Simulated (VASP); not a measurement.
# MnIn11P12 (a cell with a defect) in VASP: notebook

The runs below take MnIn11P12 (a cell with a defect) through single point, with PBEsol+U.

Everything below comes from runs of VASP 6.6.1. Logs are shortened: lines on timing, memory, paths and dates and some standing lists are left out, and cuts for length are marked.

### Step 1. Starting point

The cell holds a defect, 24 atoms: a = 12.449 Å, b = 8.300 Å, c = 8.300 Å, α = 60.00°, β = 60.00°, γ = 60.00°.

### Step 2. Single point, PBEsol+U, collinear spin, ferromagnetic start

The input, INCAR:

```
ALGO = Normal
EDIFF = 1E-5
ENCUT = 350
GGA = PS
ISIF = 2
ISMEAR = 0
ISPIN = 2
KPAR = 2
LASPH = True
LCHARG = False
LDAU = True
LDAUJ = 0 0 0
LDAUL = 2 -1 -1
LDAUPRINT = 1
LDAUTYPE = 2
LDAUU = 3.5 0 0
LMAXMIX = 4
LORBIT = 11
LREAL = Auto
LWAVE = False
MAGMOM = 4 0 0 0 0 0 0 0 0 0 0 0 0 0 0 0 0 0 0 0 0 0 0 0
NELM = 120
PREC = Accurate
SIGMA = 0.03
```

The input, KPOINTS:

```
k-points
0
Gamma
  2 2 2
```

The input, POSCAR:

```
MnIn11P12
1.0
    0.0000000000      8.8030500000      8.8030500000
    5.8687000000      0.0000000000      5.8687000000
    5.8687000000      5.8687000000      0.0000000000
Mn In P
1 11 12
Direct
    0.0000000000      0.0000000000      0.0000000000
    0.0000000000      0.0000000000      0.5000000000
    0.0000000000      0.5000000000      0.0000000000
    0.0000000000      0.5000000000      0.5000000000
    0.3333330000      0.0000000000      0.0000000000
    0.3333330000      0.0000000000      0.5000000000
    0.3333330000      0.5000000000      0.0000000000
    0.3333330000      0.5000000000      0.5000000000
    0.6666670000      0.0000000000      0.0000000000
    0.6666670000      0.0000000000      0.5000000000
    0.6666670000      0.5000000000      0.0000000000
    0.6666670000      0.5000000000      0.5000000000
    0.0833333333      0.1250000000      0.1250000000
    0.0833333333      0.1250000000      0.6250000000
    0.0833333333      0.6250000000      0.1250000000
    0.0833333333      0.6250000000      0.6250000000
    0.4166663333      0.1250000000      0.1250000000
    0.4166663333      0.1250000000      0.6250000000
    0.4166663333      0.6250000000      0.1250000000
    0.4166663333      0.6250000000      0.6250000000
    0.7500003333      0.1250000000      0.1250000000
    0.7500003333      0.1250000000      0.6250000000
    0.7500003333      0.6250000000      0.1250000000
    0.7500003333      0.6250000000      0.6250000000
```

Potentials or basis: VASP PAW PBE potentials, release 64 (Mn_pv, In_d, P).

Command:

```
$ cat potpaw_PBE.64/Mn_pv/POTCAR potpaw_PBE.64/In_d/POTCAR potpaw_PBE.64/P/POTCAR > POTCAR
$ mpirun -np 4 vasp_std > vasp.out
```

OUTCAR:

```text
EDIFF = 1E-5
   ENCUT = 350
   GGA = PS
   ISIF = 2
   ISMEAR = 0
   ISPIN = 2
   LASPH = True
   LORBIT = 11
   LREAL = Auto
   NELM = 120
   PREC = Accurate

 ion  position               nearest neighbor table
   1  0.000  0.000  0.000-  21 2.54  13 2.54  15 2.54  14 2.54
   2  0.000  0.000  0.500-  22 2.54  14 2.54  16 2.54  13 2.54
   3  0.000  0.500  0.000-  23 2.54  15 2.54  16 2.54  13 2.54
   4  0.000  0.500  0.500-  24 2.54  16 2.54  14 2.54  15 2.54
   5  0.333  0.000  0.000-  13 2.54  17 2.54  18 2.54  19 2.54
   6  0.333  0.000  0.500-  14 2.54  18 2.54  17 2.54  20 2.54
[... 16 lines left out ...]
  23  0.750  0.625  0.125-   3 2.54  11 2.54   9 2.54  12 2.54
  24  0.750  0.625  0.625-   4 2.54  12 2.54  11 2.54  10 2.54

  LATTYP: Found a face centered orthorhombic cell.
 ALAT       =     8.2995951335
 B/A-ratio  =     1.7320508076
 C/A-ratio  =     2.4494897428

  Lattice vectors:

 A1 = (   0.0000000000,   8.8030500000,   8.8030500000)
 A2 = (  -5.8687000000,   2.9343500000,   8.8030500000)
 A3 = (   5.8687000000,  -0.0000000000,   5.8687000000)

Analysis of symmetry for initial positions (statically):
=====================================================================
 Subroutine PRICEL returns:
 Original cell was already a primitive cell.

 Routine SETGRP: Setting up the symmetry group for a
 face centered orthorhombic supercell.

 Subroutine GETGRP returns: Found  2 space group operations
 (whereof  2 operations were pure point group operations)
 out of a pool of  8 trial point group operations.

The static configuration has the point symmetry C_1h.

Analysis of symmetry for dynamics (positions and initial velocities):
=====================================================================
 Subroutine PRICEL returns:
 Original cell was already a primitive cell.

 Routine SETGRP: Setting up the symmetry group for a
 face centered orthorhombic supercell.

 Subroutine GETGRP returns: Found  2 space group operations
 (whereof  2 operations were pure point group operations)
 out of a pool of  8 trial point group operations.

The dynamic configuration has the point symmetry C_1h.

Analysis of structural, dynamic, and magnetic symmetry:
=====================================================================
 Subroutine PRICEL returns:
 Original cell was already a primitive cell.

 Routine SETGRP: Setting up the symmetry group for a
 face centered orthorhombic supercell.

 Subroutine GETGRP returns: Found  2 space group operations
 (whereof  2 operations were pure point group operations)
 out of a pool of  8 trial point group operations.

The overall configuration has the point symmetry C_1h.

 Subroutine INISYM returns: Found  2 space group operations
 (whereof  2 operations are pure point group operations),
 and found     1 'primitive' translations

----------------------------------------------------------------------------------------

                                     Primitive cell

  volume of cell :     606.3830

  direct lattice vectors                    reciprocal lattice vectors
     0.000000000  8.803050000  8.803050000    -0.056798496  0.056798496  0.056798496
     5.868700000  0.000000000  5.868700000     0.085197744 -0.085197744  0.085197744
     5.868700000  5.868700000  0.000000000     0.085197744  0.085197744 -0.085197744

  length of vectors
    12.449392700  8.299595133  8.299595133     0.098377881  0.147566821  0.147566821

  position of ions in fractional coordinates (direct lattice)
     0.000000000  0.000000000  0.000000000
     0.000000000  0.000000000  0.500000000
     0.000000000  0.500000000  0.000000000
     0.000000000  0.500000000  0.500000000
     0.333333000  0.000000000  0.000000000
     0.333333000  0.000000000  0.500000000
[... 16 lines left out ...]
     0.750000333  0.625000000  0.125000000
     0.750000333  0.625000000  0.625000000

[... 111 lines left out ...]
   IVDW    =     0    specifies the selected vdW correction
   LEPSILON=     F    determine dielectric tensor
   LRPA    =     F    only Hartree local field effects (RPA)
 spin polarized calculation
 Gauss-broadening in eV      SIGMA  =   0.03
  energy-cutoff  :      350.00
  volume of cell :      606.38
 maximum number of plane-waves:      9035
 NGX is ok and might be reduce to    80
   NGX = 37   NGY = 25   NGZ = 25

atom =   1  type =  1  l = 2

 onsite density matrix

spin component  1

  0.9083 -0.0060 -0.0005  0.0050 -0.0001
 -0.0060  0.9107 -0.0000 -0.0060  0.0001
 -0.0005 -0.0000  0.9227  0.0003 -0.0000
  0.0050 -0.0060  0.0003  0.9083  0.0004
 -0.0001  0.0001 -0.0000  0.0004  0.9227

spin component  2

  0.0822  0.0010 -0.0002 -0.0007  0.0001
  0.0010  0.0817 -0.0000  0.0010  0.0000
 -0.0002 -0.0000  0.0167  0.0001  0.0000
 -0.0007  0.0010  0.0001  0.0822  0.0002
  0.0001  0.0000  0.0000  0.0002  0.0166

 occupancies and eigenvectors

  o =  0.0166  v =  0.0000  0.0000  0.0000  0.0000  0.0000 -0.0025  0.0000 -0.5000 -0.0025  0.8660      0.0000  0.0000  0.0000  0.0000  0.0000  0.0000  0.0000  0.0000  0.0000  0.0000
  o =  0.0167  v =  0.0000  0.0000  0.0000  0.0000  0.0000  0.0027  0.0000  0.8660 -0.0027  0.5000      0.0000  0.0000  0.0000  0.0000  0.0000  0.0000  0.0000  0.0000  0.0000  0.0000
  o =  0.0801  v =  0.0000  0.0000  0.0000  0.0000  0.0000  0.5152 -0.6850 -0.0013  0.5152  0.0023      0.0000  0.0000  0.0000  0.0000  0.0000  0.0000  0.0000  0.0000  0.0000  0.0000
  o =  0.0830  v =  0.0000  0.0000  0.0000  0.0000  0.0000 -0.7071  0.0000  0.0033  0.7071  0.0019      0.0000  0.0000  0.0000  0.0000  0.0000  0.0000  0.0000  0.0000  0.0000  0.0000
  o =  0.0830  v =  0.0000  0.0000  0.0000  0.0000  0.0000  0.4843  0.7286 -0.0012  0.4843  0.0021      0.0000  0.0000  0.0000  0.0000  0.0000  0.0000  0.0000  0.0000  0.0000  0.0000
  o =  0.9032  v = -0.7067  0.0000 -0.0278  0.7067 -0.0161  0.0000  0.0000  0.0000  0.0000  0.0000      0.0000  0.0000  0.0000  0.0000  0.0000  0.0000  0.0000  0.0000  0.0000  0.0000
  o =  0.9034  v =  0.4601  0.7593  0.0056  0.4601 -0.0097  0.0000  0.0000  0.0000  0.0000  0.0000      0.0000  0.0000  0.0000  0.0000  0.0000  0.0000  0.0000  0.0000  0.0000  0.0000
  o =  0.9205  v =  0.5361 -0.6504  0.0240  0.5361 -0.0415  0.0000  0.0000  0.0000  0.0000  0.0000      0.0000  0.0000  0.0000  0.0000  0.0000  0.0000  0.0000  0.0000  0.0000  0.0000
  o =  0.9227  v =  0.0227  0.0000 -0.8656 -0.0227 -0.4997  0.0000  0.0000  0.0000  0.0000  0.0000      0.0000  0.0000  0.0000  0.0000  0.0000  0.0000  0.0000  0.0000  0.0000  0.0000
  o =  0.9228  v = -0.0309  0.0227  0.4994 -0.0309 -0.8650  0.0000  0.0000  0.0000  0.0000  0.0000      0.0000  0.0000  0.0000  0.0000  0.0000  0.0000  0.0000  0.0000  0.0000  0.0000

 number of electron     216.0000099 magnetization       4.2007136

 Free energy of the ion-electron system (eV)
  ---------------------------------------------------
  ext. energy  EPLUGINS =         0.00000000
  ---------------------------------------------------
  free energy    TOTEN  =      -113.03649396 eV

  energy without entropy =     -113.03105764  energy(sigma->0) =     -113.03377580

 E-fermi :   4.7586     XC(G=0):  -9.4194

 val. band max:        4.7473597359   @ k =   0.0000   0.0000   0.0000
 cond. band min:       4.7682131829   @ k =   0.0000   0.5000   0.0000
 fundamental gap:      0.0208534471
 Fermi energy:         4.7586162871

 spin component 1

 k-point     1 :       0.0000    0.0000    0.0000
  band No.  band energies     occupation
      1     -45.3164      1.00000
      2     -45.3155      1.00000
      3     -45.2919      1.00000
      4      -9.4770      1.00000
      5      -9.4686      1.00000
      6      -9.4610      1.00000
[... 727 lines left out ...]
    119       7.8741      0.00000
    120       7.9138      0.00000
 Fermi energy:         4.7586162871

 spin component 2

 k-point     1 :       0.0000    0.0000    0.0000
  band No.  band energies     occupation
      1     -40.7218      1.00000
      2     -40.7176      1.00000
      3     -40.6747      1.00000
      4      -9.4773      1.00000
      5      -9.4699      1.00000
      6      -9.4613      1.00000
[... 727 lines left out ...]
    119       8.2580      0.00000
    120       8.4228      0.00000
 [bands above 120 left out]

------------------------ aborting loop because EDIFF is reached ----------------------------------------

  FORCE on cell =-STRESS in cart. coord.  units (eV):
  Direction    XX          YY          ZZ          XY          YZ          ZX
  --------------------------------------------------------------------------------------
  -------------------------------------------------------------------------------------
  Total       -1.8228376     -2.0076029     -2.0076029      0.3858897     -0.3443149      0.3858896
  in kB       -4.8162784     -5.3044628     -5.3044628      1.0195928     -0.9097445      1.0195925
  external PRESSURE =      -5.1417347 kB  Pullay stress =       0.0000000 kB

 VOLUME and BASIS-vectors are now :
 -----------------------------------------------------------------------------
  energy-cutoff  :      350.00
  volume of cell :      606.38
      direct lattice vectors                 reciprocal lattice vectors
     0.000000000  8.803050000  8.803050000    -0.056798496  0.056798496  0.056798496
     5.868700000  0.000000000  5.868700000     0.085197744 -0.085197744  0.085197744
     5.868700000  5.868700000  0.000000000     0.085197744  0.085197744 -0.085197744

 POSITION                                       TOTAL-FORCE (eV/Angst)
 -----------------------------------------------------------------------------------
      0.00000      0.00000      0.00000         0.045138     -0.055335     -0.055335
      2.93435      2.93435      0.00000         0.012081     -0.037556      0.102843
      2.93435      0.00000      2.93435         0.012081      0.102843     -0.037556
      5.86870      2.93435      2.93435        -0.098702     -0.024849     -0.024849
      0.00000      2.93435      2.93435         0.117423     -0.081830     -0.081830
      2.93435      5.86870      2.93435         0.071184     -0.131142     -0.053534
[... 16 lines left out ...]
      4.40152      7.33588     10.27023        -0.018977      0.002665      0.028875
      7.33587     10.27023     10.27023         0.005960      0.020031      0.020031
 -----------------------------------------------------------------------------------
    total drift:                                0.034613      0.004250      0.004248

  FREE ENERGIE OF THE ION-ELECTRON SYSTEM (eV)
  ---------------------------------------------------
  free  energy   TOTEN  =      -113.0364939640 eV

  energy  without entropy=     -113.0310576393  energy(sigma->0) =     -113.03377580

 total charge

# of ion       s       p       d       tot
------------------------------------------
    1        0.291   6.207   4.833  11.331
    2        0.827   0.771   9.896  11.494
    3        0.827   0.771   9.896  11.494
    4        0.827   0.770   9.896  11.493
    5        0.826   0.775   9.897  11.498
    6        0.825   0.774   9.897  11.496
[... 16 lines left out ...]
   23        1.024   1.482   0.000   2.506
   24        1.023   1.482   0.000   2.506
--------------------------------------------------
tot         21.684  32.426 113.701 167.811

 magnetization (x)

# of ion       s       p       d       tot
------------------------------------------
    1        0.042   0.043   4.285   4.370
    2        0.005   0.001  -0.003   0.003
    3        0.005   0.001  -0.003   0.003
    4        0.005   0.001  -0.003   0.002
    5        0.004   0.004  -0.002   0.005
    6        0.003   0.004  -0.002   0.006
[... 16 lines left out ...]
   23        0.000  -0.005   0.000  -0.005
   24        0.000  -0.004   0.000  -0.004
--------------------------------------------------
tot          0.071  -0.267   4.266   4.070
```

It took 7.9 min on 4 MPI ranks of AMD EPYC 7R13 (Zen 3), shared host; peak memory 0.53 GiB.

Results:

```yaml
Free_energy: -113.0365 eV
Pressure: -0.5 GPa
Largest_force: 0.571 eV/Å
Band_gap_on_the_k_mesh: none (metal or under the smearing width)
Net_moment: 4.20 μB per cell
Site_moments: Mn +4.37; In +0.00, +0.01; P -0.08, -0.01, -0.04, -0.00 μB
Valence_electrons_inside_the_program's_atomic_spheres: Mn 11.33; In 11.49, 11.50; P 2.49, 2.50, 2.51
```

Forces on the atoms (eV/Å):
```
Mn   0.045 -0.055 -0.055
In   0.012 -0.038  0.103
In   0.012  0.103 -0.038
In  -0.099 -0.025 -0.025
In   0.117 -0.082 -0.082
In   0.071 -0.131 -0.054
In   0.071 -0.054 -0.131
In  -0.012 -0.012 -0.012
In   0.149  0.046  0.046
In  -0.068 -0.153  0.076
In  -0.068  0.076 -0.153
In  -0.006 -0.006 -0.006
P   -0.363 -0.285 -0.285
P    0.276  0.401 -0.281
P    0.276 -0.281  0.401
P    0.005  0.005  0.005
P   -0.108  0.052  0.052
P    0.029  0.044 -0.017
P    0.029 -0.017  0.044
P   -0.026  0.022  0.022
P   -0.312  0.338  0.338
P   -0.019  0.029  0.003
P   -0.019  0.003  0.029
P    0.006  0.020  0.020
```

Eigenvalues of the final occupation matrices:
```tsv
site	spin	trace	eigenvalues
site 1 d	1	4.57	0.90 0.90 0.92 0.92 0.92
site 1 d	2	0.28	0.02 0.02 0.08 0.08 0.08
```

Caveat: the k mesh is coarse (spacing up to 0.46 Å⁻¹), so the values aren't converged; the PAW data sets were made with another functional, which shifts forces and pressure a little; only a ferromagnetic start was run, and an antiferromagnetic order may lie lower in energy; the U is typed as a test and isn't derived for this compound. The state reached can hang on the start; a lower one may exist.

### Step 3. Single point, PBEsol+U, collinear spin, ferromagnetic start

INCAR: that of step 2 with these lines changed.

```diff
@@ -20,3 +20,3 @@
 LWAVE = False
-MAGMOM = 4 0 0 0 0 0 0 0 0 0 0 0 0 0 0 0 0 0 0 0 0 0 0 0
+MAGMOM = 0.4 0 0 0 0 0 0 0 0 0 0 0 0 0 0 0 0 0 0 0 0 0 0 0
 NELM = 120
```

KPOINTS is that of step 2.

POSCAR is that of step 2.

Potentials or basis: VASP PAW PBE potentials, release 64 (Mn_pv, In_d, P).

Command:

```
$ cat potpaw_PBE.64/Mn_pv/POTCAR potpaw_PBE.64/In_d/POTCAR potpaw_PBE.64/P/POTCAR > POTCAR
$ mpirun -np 4 vasp_std > vasp.out
```

Wall time 9.9 min (4 MPI ranks of AMD EPYC 7R13 (Zen 3), shared host); peak memory 0.54 GiB.

It converged, with:

| Property | Result |
| --- | --- |
| Free energy | -113.0365 eV |
| Pressure | -0.5 GPa |
| Largest force | 0.571 eV/Å |
| Band gap on the k mesh | none (metal or under the smearing width) |
| Net moment | 4.19 μB per cell |
| Site moments | Mn +4.37; In +0.00, +0.01; P -0.08, -0.01, -0.04, -0.00 μB |
| Valence electrons inside the program's atomic spheres | Mn 11.33; In 11.49, 11.50; P 2.49, 2.50, 2.51 |

Forces on the atoms (eV/Å):
```
Mn   0.046 -0.056 -0.056
In   0.012 -0.038  0.103
In   0.012  0.103 -0.038
In  -0.099 -0.025 -0.025
In   0.118 -0.082 -0.082
In   0.071 -0.131 -0.053
In   0.071 -0.053 -0.131
In  -0.012 -0.012 -0.012
In   0.149  0.046  0.046
In  -0.067 -0.153  0.075
In  -0.067  0.075 -0.153
In  -0.006 -0.006 -0.006
P   -0.364 -0.286 -0.286
P    0.276  0.402 -0.281
P    0.276 -0.281  0.402
P    0.005  0.005  0.005
P   -0.108  0.052  0.052
P    0.029  0.044 -0.017
P    0.029 -0.017  0.044
P   -0.026  0.022  0.022
P   -0.313  0.338  0.338
P   -0.019  0.029  0.003
P   -0.019  0.003  0.029
P    0.006  0.020  0.020
```

Stress tensor (GPa, compression positive):
```
-0.48  0.10  0.10
 0.10 -0.53 -0.09
 0.10 -0.09 -0.53
```

Levels at points of the mesh, in eV from the Fermi level:
Spin up:
```tsv
k point	band 107	band 108	band 109	band 110	band 111	band 112	band 113	band 114
(0.00, 0.00, 0.00)	-0.33	-0.33	0.34	0.41	0.42	0.80	1.56	1.62
(0.50, 0.00, 0.00)	-0.61	-0.17	-0.17	0.26	0.27	1.54	1.61	1.83
(0.00, 0.50, 0.00)	-0.80	-0.44	-0.44	-0.04	0.01	1.80	2.01	2.50
(0.50, 0.00, 0.50)	-0.92	-0.88	-0.55	-0.48	-0.10	2.55	2.56	2.67
(0.00, 0.50, 0.50)	-0.87	-0.85	-0.40	-0.39	0.02	2.22	2.32	2.53
(0.50, 0.50, 0.50)	-0.80	-0.63	-0.52	-0.21	-0.13	2.33	2.40	2.54
```
Spin down:
```
           k point  band 103  band 104  band 105  band 106  band 107  band 108  band 109  band 110
(0.00, 0.00, 0.00)     -0.63     -0.02     -0.01     -0.01      0.81      1.52      1.61      1.65
(0.50, 0.00, 0.00)     -0.37     -0.37     -0.18     -0.18      1.48      1.59      1.70      1.77
(0.00, 0.50, 0.00)     -0.56     -0.55     -0.44     -0.43      1.79      2.00      2.19      2.34
(0.50, 0.00, 0.50)     -0.91     -0.86     -0.64     -0.63      2.12      2.35      2.47      2.53
(0.00, 0.50, 0.50)     -0.95     -0.78     -0.53     -0.43      2.08      2.19      2.33      2.44
(0.50, 0.50, 0.50)     -0.76     -0.65     -0.60     -0.55      2.09      2.33      2.39      2.43
```

Eigenvalues of the final occupation matrices:
```tsv
site	spin	trace	eigenvalues
site 1 d	1	4.57	0.90 0.90 0.92 0.92 0.92
site 1 d	2	0.28	0.02 0.02 0.08 0.08 0.08
```

Caveat: the k mesh is coarse (spacing up to 0.46 Å⁻¹), so the values aren't converged; the PAW data sets were made with another functional, which shifts forces and pressure a little; only a ferromagnetic start was run, and an antiferromagnetic order may lie lower in energy; the U is typed as a test and isn't derived for this compound.

(Part 1 of 3 ends here.)
